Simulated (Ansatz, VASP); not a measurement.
# Two plane-wave programs on RuI2N6

```xyz
9
Lattice="0.0000 3.8752 3.8752 3.8752 0.0000 3.8752 3.8752 3.8752 0.0000" Properties=species:S:1:pos:R:3 pbc="T T T"
Ru    0.0000    0.0000    0.0000
I     5.8129    5.8129    5.8129
I     1.9376    1.9376    1.9376
N     3.8752    3.8752    5.7950
N     3.8752    1.9555    3.8752
N     1.9555    3.8752    3.8752
N     3.8752    3.8752    1.9555
N     3.8752    5.7950    3.8752
N     5.7950    3.8752    3.8752
```

The cell comes from a database or a generator and needn't be the stable form of this composition.

Alike in both runs: task single point; functional PBE; k mesh 5 × 5 × 5; occupations fermi-dirac, width 0.15 eV; no spin polarisation.

```csv
,VASP,Ansatz
version,VASP 6.6.1,Ansatz 0.2.0
potentials or method,"VASP PAW PBE potentials, release 64 (Ru_pv, I, N)","plane waves, PAW"
plane-wave cutoff (eV),520,420
valence electrons in the cell,58,80
```

```tsv
	VASP	Ansatz	Ansatz less VASP
gap on the k mesh at the Fermi level (eV)	none	none	-
pressure (GPa)	0.2	0.3	+0.14
```

A gap of «none» marks a metal or a gap that the smearing closes. The two sets of potentials don't hold the same shells in valence.

Spin-orbit coupling is left out, which matters for the levels of I.
